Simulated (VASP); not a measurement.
WC:

```xyz
4
Lattice="0.0000 2.8868 2.8868 2.8868 0.0000 2.8868 2.8868 2.8868 0.0000" Properties=species:S:1:pos:R:3 pbc="T T T"
W     2.8868    2.8868    2.8868
W     4.3302    4.3302    4.3302
C     0.0000    0.0000    0.0000
C     1.4434    1.4434    1.4434
```

The cell was built by a generator and needn't be a form met in nature.

```yaml
Program: VASP 6.6.1
Task: relaxation of the volume alone
Functional: LDA
Potentials_or_basis: VASP PAW LDA potentials, release 64 (W_sv, C)
Cutoff: 600 eV
k_mesh: 6 × 6 × 6
Occupations: tetrahedron
Spin: no spin polarisation
```

At the start: pressure -10.4 GPa; volume 12.03 Å³/atom.

Where does the relaxation end?

Over 3 steps the energy falls by 17.1 meV/atom and the volume is 11.54 Å³/atom (-4.0 %); space group Fd-3m (No. 227, to 0.05 Å).

Step by step:
| step | energy change (eV) | largest force (eV/Å) | pressure (GPa) | volume (Å³) |
| --- | --- | --- | --- | --- |
| 1 | 0.0000 | 0.0000 | -10.38 | 48.11 |
| 2 | 0.1568 | 0.0000 | 23.82 | 42.89 |
| 3 | -0.0685 | 0.0000 | -0.13 | 46.17 |

Final structure:
```yaml
crystal:
  lattice:
    - [0.00000, 2.84736, 2.84736]
    - [2.84736, 0.00000, 2.84736]
    - [2.84736, 2.84736, 0.00000]
  atoms:
    - { symbol: W, position: [0.50000, 0.50000, 0.50000] }
    - { symbol: W, position: [0.75000, 0.75000, 0.75000] }
    - { symbol: C, position: [0.00000, 0.00000, 0.00000] }
    - { symbol: C, position: [0.25000, 0.25000, 0.25000] }
```

Caveat: tetrahedron occupations give inexact forces and stress in metals.
